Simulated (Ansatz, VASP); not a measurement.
# InAs in two plane-wave programs, part 2 of 2

Wanted: the spread between two codes on one cell, functional and k mesh. The cell is taken from a series of runs on this material, whose earlier steps may have relaxed, scaled, displaced or heated it; both programs get it as it stands.

VASP 6.6.1 and Ansatz 0.2.0.

So far: Set-up; Ansatz: G0W0 gap, r2SCAN; VASP: G0W0 gap, r2SCAN.

### Step 3. VASP: G0W0 gap, r2SCAN (continued)

Level of this step: G0W0 on r2SCAN; plane waves and PAW (In_d_GW, As_GW) (VASP).

Numbers of over 12 decimals in the logs are rounded to 6 here.

Parts of OUTCAR (step 3):

```text
ion  position               nearest neighbor table
   1  0.000  0.000  0.000-   2 2.61   2 2.61   2 2.61   2 2.61
   2  0.750  0.750  0.750-   1 2.61   1 2.61   1 2.61   1 2.61

  LATTYP: Found a face centered cubic cell.
 ALAT       =     6.0360000000

 Subroutine GETGRP returns: Found 24 space group operations
 (whereof 24 operations were pure point group operations)

The static configuration has the point symmetry T_d .

 Found      4 irreducible k-points:

   k-points           NKPTS =      4   k-points in BZ     NKDIM =     27   number of bands    NBANDS=    264

   dimension x,y,z NGX =    24 NGY =   24 NGZ =   24
   dimension x,y,z NGXF=    48 NGYF=   48 NGZF=   48

   ENCUT  =  300.0 eV  22.05 Ry    4.70 a.u.   6.03  6.03  6.03*2*pi/ulx,y,z

   NELECT =      18.0000    total number of electrons

  energy-cutoff  :      300.00
  volume of cell :       54.98
      direct lattice vectors                 reciprocal lattice vectors
     0.000000000  3.018000000  3.018000000    -0.165672631  0.165672631  0.165672631
     3.018000000  0.000000000  3.018000000     0.165672631 -0.165672631  0.165672631
     3.018000000  3.018000000  0.000000000     0.165672631  0.165672631 -0.165672631

 k-points in reciprocal lattice and weights: Automatic mesh
   0.00000000  0.00000000  0.00000000       0.037
   0.33333333  0.00000000  0.00000000       0.296
   0.33333333  0.33333333  0.00000000       0.222
  -0.33333333  0.33333333  0.00000000       0.444

 E-fermi :   3.5346

 QP shifts <psi_nk| G(iteration)W_0 |psi_nk>: iteration 1
 for sc-GW calculations column KS-energies equals QP-energies in previous step
 and V_xc(KS)=  KS-energies - (<T + V_ion + V_H > + <T+V_H+V_ion>^1  + <V_x>^1)
 k-point   1 :       0.0000    0.0000    0.0000
  band No.  KS-energies  QP-energies   sigma(KS)   V_xc(KS)     V^pw_x(r,r')   Z            occupation Imag(sigma)
    ...
      6      -8.9059      -8.8927     -11.8113     -11.8301     -17.7640       0.6987       2.0000       0.8839
      7       3.4241       3.1355     -12.2682     -11.8956     -13.6908       0.7746       2.0000       0.0311
      8       3.4241       3.1355     -12.2682     -11.8956     -13.6908       0.7746       2.0000       0.0311
      9       3.4241       3.1355     -12.2682     -11.8956     -13.6908       0.7746       2.0000       0.0311
     10       3.6451       3.6332     -10.5414     -10.5262      -6.3370       0.7866       0.0000      -0.0577
     11       7.6234       7.4437      -9.6446      -9.4146      -5.1019       0.7815       0.0000      -0.0816
     12       7.6234       7.4437      -9.6446      -9.4146      -5.1019       0.7815       0.0000      -0.0816
     13       7.6234       7.4437      -9.6446      -9.4146      -5.1019       0.7815       0.0000      -0.0816
    ...

 k-point   2 :       0.3333    0.0000    0.0000
  band No.  KS-energies  QP-energies   sigma(KS)   V_xc(KS)     V^pw_x(r,r')   Z            occupation Imag(sigma)
    ...
      6      -7.8577      -7.8900     -12.3735     -12.3269     -17.9664       0.6924       2.0000       0.7229
      7      -1.4364      -1.8215     -11.3552     -10.8325     -13.8092       0.7368       2.0000       0.1405
      8       2.5941       2.2679     -11.9372     -11.5125     -13.4961       0.7680       2.0000       0.0320
      9       2.5941       2.2679     -11.9372     -11.5125     -13.4961       0.7680       2.0000       0.0320
     10       4.8513       4.7692      -9.9734      -9.8695      -5.7287       0.7904       0.0000      -0.0558
     11       8.4504       8.2720      -9.4803      -9.2516      -4.8106       0.7801       0.0000      -0.1069
     12       8.4504       8.2720      -9.4803      -9.2516      -4.8106       0.7801       0.0000      -0.1069
     13       9.9943       9.7733      -9.3456      -9.0583      -4.3448       0.7694       0.0000      -0.1668
    ...

 k-point   3 :       0.3333    0.3333    0.0000
  band No.  KS-energies  QP-energies   sigma(KS)   V_xc(KS)     V^pw_x(r,r')   Z            occupation Imag(sigma)
    ...
      6      -7.5017      -7.5315     -12.4537     -12.4111     -17.9257       0.6989       2.0000       0.6798
      7      -1.3959      -1.7837     -11.8437     -11.3238     -14.2162       0.7460       2.0000       0.1384
      8       1.4226       1.0588     -11.4365     -10.9578     -13.2542       0.7599       2.0000       0.0437
      9       1.4226       1.0588     -11.4365     -10.9578     -13.2542       0.7599       2.0000       0.0437
     10       5.4678       5.2292      -8.7253      -8.4241      -4.5835       0.7924       0.0000      -0.0696
     11       6.2774       6.1506      -9.4628      -9.3001      -5.1509       0.7794       0.0000      -0.0691
     12      11.3883      11.1726      -9.9072      -9.6220      -4.5919       0.7562       0.0000      -0.2008
     13      11.3883      11.1726      -9.9072      -9.6220      -4.5919       0.7562       0.0000      -0.2008
    ...

 k-point   4 :      -0.3333    0.3333    0.0000
  band No.  KS-energies  QP-energies   sigma(KS)   V_xc(KS)     V^pw_x(r,r')   Z            occupation Imag(sigma)
    ...
      6      -6.8874      -6.9209     -12.8798     -12.8311     -18.1568       0.6882       2.0000       0.5907
      7      -2.3234      -2.7502     -11.5938     -11.0110     -14.3441       0.7324       2.0000       0.1850
      8      -0.0805      -0.4796     -10.6355     -10.1074     -12.6837       0.7558       2.0000       0.0807
      9       1.6604       1.3044     -11.5576     -11.0909     -13.3166       0.7629       2.0000       0.0384
     10       6.0076       5.8364      -9.1524      -8.9346      -4.8766       0.7857       0.0000      -0.0687
     11       8.8537       8.7899     -10.0682      -9.9853      -5.2144       0.7684       0.0000      -0.1296
     12      10.5239      10.3590      -9.7325      -9.5176      -4.5629       0.7673       0.0000      -0.1680
     13      10.7842      10.5378      -9.5977      -9.2769      -4.4879       0.7680       0.0000      -0.1848
    ...
```

### Step 4. Side by side

Known differences besides the potentials themselves: VASP keeps PBE cores, Ansatz makes them for the functional; fixed occupations in Ansatz, narrow Gaussian smearing in VASP; the data sets hold 28 valence electrons in Ansatz (on its default PAW (the set named soft_2) files) and 18 in VASP; the cutoff is 500 eV in Ansatz and 300 eV in VASP; Ansatz integrates over frequency by contour deformation, VASP on a grid of NOMEGA points; Ansatz's G0W0 levels solve the quasiparticle equation, VASP's are linearised. Total energies have different zeros and are not compared.

Both answers:

| quantity | Ansatz | VASP | difference |
| --- | --- | --- | --- |
| G0W0 gap on the mesh (eV) | 0.48 | 0.50 | -0.02 |
| Kohn-Sham gap under it (eV) | 0.25 | 0.22 | +0.03 |

VASP's log warns that its frequency grid doesn't suit quasiparticle energies on this mesh.

### Step 5. Results

- difference in G0W0 gap on the mesh (G0W0 gap, r2SCAN): -0.015 eV

**Reading.** The difference in G0W0 gap on the mesh is -0.015 eV (G0W0 gap, r2SCAN). The data sets hold unlike numbers of valence electrons (28 in Ansatz and 18 in VASP), so part of the differences comes from the potentials. Such differences can come from data sets, numerical settings and the points named under the comparisons, not from the functional's error against experiment.

[Lines on the potential files, build, host, timing and source positions are cut from VASP's logs without a mark.]

[Logs are printed without paths, hosts, clocks, repeated set-up lines and the standing remarks that a program may print on its own settings, such as how far it seeks lower states.]

[Hosts, paths, dates, database ids (printed as entryN), source tags and the programs' standing remarks are cut or masked in the printed files.]
